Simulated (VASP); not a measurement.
# ZnRe (P-6m2) in VASP: single point with revPBE

Aim: the single point of ZnRe with revPBE.

Program: VASP 6.6.1. These are calculated values, not measurements. Logs are shortened: lines on timing, memory, paths and dates and some standing lists are left out, and cuts for length are marked.

## 1. The crystal as given

Symmetry: P-6m2, No. 187, hexagonal system. Conventional cell: a = 2.748 Å, b = 2.748 Å, c = 4.494 Å, α = 90.00°, β = 90.00°, γ = 120.00°. Around Zn (site symmetry -6m2) lie 6 Zn at 2.75 Å and 6 Re at 2.75 Å. Re (site symmetry -6m2) is surrounded by 6 Re at 2.75 Å and 6 Zn at 2.75 Å.

The cell comes from a database or a generator and needn't be the stable form of this composition.

## 2. Single point, revPBE

Contents of INCAR:

```
PREC = Accurate
ENCUT = 520
EDIFF = 1E-6
ISMEAR = 1
SIGMA = 0.2
LREAL = False
LASPH = True
NELM = 100
ALGO = Fast
ISIF = 2
LWAVE = False
LCHARG = True
GGA = RE
LELF = True
LVHAR = True
NBANDS = 16
ISYM = 0
```

Contents of KPOINTS:

```
Automatic mesh
0
Gamma
  6 6 3
  0.5 0.5 0.5
```

Contents of POSCAR:

```
ZnRe
1.0
    2.7482183400      0.0000000000      0.0000000000
   -1.3741091700      2.3800269000      0.0000000000
    0.0000000000      0.0000000000      4.4940660000
Zn Re
1 1
Direct
    0.0000000000      0.0000000000      0.0000000000
    0.3333333318      0.6666666709      0.5000000000
```

Potentials or basis: VASP PAW PBE potentials, release 64 (Zn, Re).

Run with:

```sh
cat potpaw_PBE.64/Zn/POTCAR potpaw_PBE.64/Re/POTCAR > POTCAR
mpirun -np 1 vasp_std > vasp.out
```

OUTCAR:

```text
PREC = Accurate
   ENCUT = 520
   EDIFF = 1E-6
   ISMEAR = 1
   LREAL = False
   LASPH = True
   NELM = 100
   ISIF = 2
   GGA = RE
   ISYM = 0

 ion  position               nearest neighbor table
   1  0.000  0.000  0.000-   2 2.75   2 2.75   2 2.75   2 2.75   2 2.75   2 2.75
   2  0.333  0.667  0.500-   1 2.75   1 2.75   1 2.75   1 2.75   1 2.75   1 2.75

IMPORTANT INFORMATION: All symmetrisations will be switched off!
NOSYMM: (Re-)initialisation of all symmetry stuff for point group C_1.

----------------------------------------------------------------------------------------

                                     Primitive cell

  volume of cell :      29.3949

  direct lattice vectors                    reciprocal lattice vectors
     2.748218340  0.000000000  0.000000000     0.363872108  0.210081659  0.000000000
    -1.374109170  2.380026900  0.000000000     0.000000000  0.420163318  0.000000000
     0.000000000  0.000000000  4.494066000     0.000000000  0.000000000  0.222515646

  length of vectors
     2.748218340  2.748218342  4.494066000     0.420163319  0.420163318  0.222515646

  position of ions in fractional coordinates (direct lattice)
     0.000000000  0.000000000  0.000000000
     0.333333332  0.666666671  0.500000000

  ion indices of the primitive-cell ions
   primitive index   ion index
                 1           1
                 2           2

----------------------------------------------------------------------------------------

 KPOINTS: Automatic mesh

Automatic generation of k-mesh.
 Grid dimensions read from file:
 generate k-points for:    6    6    3

 Generating k-lattice:

  Cartesian coordinates                     Fractional coordinates (reciprocal lattice)
     0.060645351  0.035013610  0.000000000     0.166666667  0.000000000  0.000000000
     0.000000000  0.070027220  0.000000000     0.000000000  0.166666667  0.000000000
     0.000000000  0.000000000  0.074171882     0.000000000  0.000000000  0.333333333

  Length of vectors
     0.070027220  0.070027220  0.074171882

  Shift w.r.t. Gamma in fractional coordinates (k-lattice)
     0.500000000  0.500000000  0.500000000

 Subroutine IBZKPT returns following result:
 ===========================================

 Found    162 irreducible k-points:

 Following reciprocal coordinates:
            Coordinates               Weight
  0.083333  0.083333  0.166667      2.000000
 -0.083333  0.166667  0.166667      2.000000
 -0.166667  0.083333  0.166667      2.000000
 -0.083333 -0.083333  0.166667      2.000000
  0.083333 -0.166667  0.166667      2.000000
  0.166667 -0.083333  0.166667      2.000000
[... 16 lines left out ...]
  0.083333  0.500000  0.166667      2.000000
  0.500000 -0.416667  0.166667      2.000000
 [... further k-points ...]
   k-points           NKPTS =    162   k-points in BZ     NKDIM =    162   number of bands    NBANDS=     16
   number of dos      NEDOS =    301   number of ions     NIONS =      2
   total plane-waves  NPLWV =  14400
   dimension x,y,z NGX =    20 NGY =   20 NGZ =   36
   dimension x,y,z NGXF=    40 NGYF=   40 NGZF=   72
   ions per type =               1   1
   NGX,Y,Z   is equivalent  to a cutoff of  12.10, 12.10, 13.32 a.u.
   NGXF,Y,Z  is equivalent  to a cutoff of  24.20, 24.20, 26.63 a.u.
 SYSTEM =  unknown system
   PREC   = accura    normal or accurate (medium, high low for compatibility)
   ISTART =      0    job   : 0-new  1-cont  2-samecut
   ICHARG =      2    charge: 1-file 2-atom 10-const
   ISPIN  =      1    spin polarized calculation?
   LNONCOLLINEAR =      F non collinear calculations
   LSORBIT =      F    spin-orbit coupling
   LASPH  =      T    aspherical Exc in radial PAW
   ENCUT  =  520.0 eV  38.22 Ry    6.18 a.u.   5.11  5.11  8.36*2*pi/ulx,y,z
   NELM   =    100;   NELMIN=  2; NELMDL= -5     # of ELM steps
   EDIFF  = 0.1E-05   stopping-criterion for ELM
   LREAL  =      F    real-space projection
   EDIFFG = 0.1E-04   stopping-criterion for IOM
   NSW    =      0    number of steps for IOM
   IBRION =     -1    ionic relax: 0-MD 1-quasi-New 2-CG
   NFREE  =      0    steps in history (QN), initial steepest desc. (CG)
   ISIF   =      2    stress and relaxation
   ISYM   =      0    0-nonsym 1-usesym 2-fastsym
   POTIM  = 0.5000    time-step for ionic-motion
   TEBEG  =    0.0;   TEEND  =   0.0 temperature during run
   PSTRESS=    0.0 pullay stress
   NELECT =      19.0000    total number of electrons
   NUPDOWN=      -1.0000    fix difference up-down
   EMIN   =  10.00;   EMAX   =-10.00  energy-range for DOS
   EFERMI =   0.00;   METHOD = LEGACY
   ISMEAR =     1;   SIGMA  =   0.20  broadening in eV -4-tet -1-fermi 0-gaus
   EFERMI_NEDOS =   21; number of points for ismear=-14 and -15
   IALGO  =     68    algorithm
   IMIX   =      4    mixing-type and parameters
     AMIX     =   0.40;   BMIX     =  1.00
     AMIX_MAG =   1.60;   BMIX_MAG =  1.00
  volume/ion in A,a.u.               =      14.70        99.18
  Fermi-wavevector in a.u.,A,eV,Ry     =   1.415474  2.674858 27.260173  2.003566
  Thomas-Fermi vector in A             =   2.536909
   LORBIT       =      0    0 simple, 1 ext, 2 COOP (PROOUT), +10 PAW based schemes
   GGA     = RE    functional components
   LHFCALC =     F    Hartree Fock is set to
   AEXX    =    0.0000 exact exchange contribution
   IVDW    =     0    specifies the selected vdW correction
   LEPSILON=     F    determine dielectric tensor
   LRPA    =     F    only Hartree local field effects (RPA)
 non-spin polarized calculation
 RMM-DIIS sequential band-by-band and
 Methfessel and Paxton  Order N= 1 SIGMA  =   0.20
  energy-cutoff  :      520.00
  volume of cell :       29.39
 maximum number of plane-waves:       801
   NGX = 11   NGY = 11   NGZ = 17

 number of electron      19.0000012 magnetization

 Free energy of the ion-electron system (eV)
  ---------------------------------------------------
  ext. energy  EPLUGINS =         0.00000000
  ---------------------------------------------------
  free energy    TOTEN  =       -12.24593028 eV

  energy without entropy =      -12.24572921  energy(sigma->0) =      -12.24586326

 E-fermi :   5.5974     XC(G=0): -12.7276

 val. band max:        5.5169801357   @ k =   0.4167  -0.2500   0.1667
 cond. band min:       5.6005916671   @ k =  -0.2500  -0.3333   0.5000
 fundamental gap:      0.0836115314
 Fermi energy:         5.5974457508

 k-point     1 :       0.0833    0.0833    0.1667
  band No.  band energies     occupation
      1      -3.7220      2.00000
      2      -2.0379      2.00000
      3      -1.7009      2.00000
      4      -1.5007      2.00000
      5      -1.3842      2.00000
      6      -1.2703      2.00000
[... 8 lines left out ...]
     15      19.0876      0.00000
     16      22.1550      0.00000

 k-point     2 :      -0.0833    0.1667    0.1667
  band No.  band energies     occupation
      1      -3.7220      2.00000
      2      -2.0379      2.00000
      3      -1.7009      2.00000
      4      -1.5007      2.00000
      5      -1.3842      2.00000
      6      -1.2703      2.00000
[... 8 lines left out ...]
     15      19.0876      0.00000
     16      22.1548      0.00000

 k-point     3 :      -0.1667    0.0833    0.1667
  band No.  band energies     occupation
      1      -3.7220      2.00000
      2      -2.0379      2.00000
      3      -1.7009      2.00000
      4      -1.5007      2.00000
      5      -1.3842      2.00000
      6      -1.2703      2.00000
[... 8 lines left out ...]
     15      19.0876      0.00000
     16      22.1553      0.00000

 k-point     4 :      -0.0833   -0.0833    0.1667
  band No.  band energies     occupation
      1      -3.7220      2.00000
      2      -2.0379      2.00000
      3      -1.7009      2.00000
      4      -1.5007      2.00000
      5      -1.3842      2.00000
      6      -1.2703      2.00000
[... 8 lines left out ...]
     15      19.0876      0.00000
     16      22.1554      0.00000

 k-point     5 :       0.0833   -0.1667    0.1667
  band No.  band energies     occupation
      1      -3.7220      2.00000
      2      -2.0379      2.00000
      3      -1.7009      2.00000
      4      -1.5007      2.00000
      5      -1.3842      2.00000
      6      -1.2703      2.00000
[... 8 lines left out ...]
     15      19.0876      0.00000
     16      22.1560      0.00000

 k-point     6 :       0.1667   -0.0833    0.1667
  band No.  band energies     occupation
      1      -3.7220      2.00000
      2      -2.0379      2.00000
      3      -1.7009      2.00000
      4      -1.5007      2.00000
      5      -1.3842      2.00000
      6      -1.2703      2.00000
[... 8 lines left out ...]
     15      19.0876      0.00000
     16      22.1564      0.00000
[... 267 lines left out ...]
 k-point    21 :       0.5000    0.4167    0.1667
  band No.  band energies     occupation
      1      -2.2530      2.00000
      2      -2.0205      2.00000
      3      -1.5831      2.00000
      4      -1.4291      2.00000
      5      -1.0798      2.00000
      6       0.4130      2.00000
[... 8 lines left out ...]
     15      14.7673      0.00000
     16      17.6724      0.00000

 k-point    22 :      -0.4167   -0.0833    0.1667
  band No.  band energies     occupation
      1      -2.2530      2.00000
      2      -2.0205      2.00000
      3      -1.5831      2.00000
      4      -1.4291      2.00000
      5      -1.0798      2.00000
      6       0.4130      2.00000
[... 8 lines left out ...]
     15      14.7673      0.00000
     16      17.6721      0.00000

 k-point    23 :       0.0833    0.5000    0.1667
  band No.  band energies     occupation
      1      -2.2530      2.00000
      2      -2.0205      2.00000
      3      -1.5831      2.00000
      4      -1.4291      2.00000
      5      -1.0798      2.00000
      6       0.4130      2.00000
[... 8 lines left out ...]
     15      14.7673      0.00000
     16      17.6719      0.00000

 k-point    24 :       0.5000   -0.4167    0.1667
  band No.  band energies     occupation
      1      -2.2530      2.00000
      2      -2.0205      2.00000
      3      -1.5831      2.00000
      4      -1.4291      2.00000
      5      -1.0798      2.00000
      6       0.4130      2.00000
[... 8 lines left out ...]
     15      14.7673      0.00000
     16      17.6720      0.00000

 [... further k-points ...]

------------------------ aborting loop because EDIFF is reached ----------------------------------------

  FORCE on cell =-STRESS in cart. coord.  units (eV):
  Direction    XX          YY          ZZ          XY          YZ          ZX
  --------------------------------------------------------------------------------------
  -------------------------------------------------------------------------------------
  Total       -0.1671217     -0.1671115      1.0759903     -0.0000092      0.0000026     -0.0000043
  in kB       -9.1090035     -9.1084497     58.6470794     -0.0005008      0.0001414     -0.0002331
  external PRESSURE =      13.4765421 kB  Pullay stress =       0.0000000 kB

 VOLUME and BASIS-vectors are now :
 -----------------------------------------------------------------------------
  energy-cutoff  :      520.00
  volume of cell :       29.39
      direct lattice vectors                 reciprocal lattice vectors
     2.748218340  0.000000000  0.000000000     0.363872108  0.210081659  0.000000000
    -1.374109170  2.380026900  0.000000000     0.000000000  0.420163318  0.000000000
     0.000000000  0.000000000  4.494066000     0.000000000  0.000000000  0.222515646

 POSITION                                       TOTAL-FORCE (eV/Angst)
 -----------------------------------------------------------------------------------
      0.00000      0.00000      0.00000        -0.000001      0.000002      0.000002
     -0.00000      1.58668      2.24703         0.000001     -0.000002     -0.000002
 -----------------------------------------------------------------------------------
    total drift:                               -0.000002     -0.000002     -0.000003

  FREE ENERGIE OF THE ION-ELECTRON SYSTEM (eV)
  ---------------------------------------------------
  free  energy   TOTEN  =       -12.2459302772 eV

  energy  without entropy=      -12.2457292116  energy(sigma->0) =      -12.24586326
```

Run time: 35 s. Hardware: 1 thread of Intel Xeon 6975P-C (Granite Rapids), shared host; peak memory 0.2 GiB.

What came out:

```
Free energy            : -12.2459 eV
Pressure               : 1.3 GPa
Band gap on the k mesh : none (metal or under the smearing width)
```

Stress tensor (GPa, compression positive):
```
-0.91  0.00  0.00
 0.00 -0.91  0.00
 0.00  0.00  5.86
```

Caveat: the k mesh is coarse (spacing up to 0.47 Å⁻¹), so the values aren't converged; the PAW data sets were made with another functional, which shifts forces and pressure a little. Spin-orbit coupling is left out, which matters for the levels of Re.
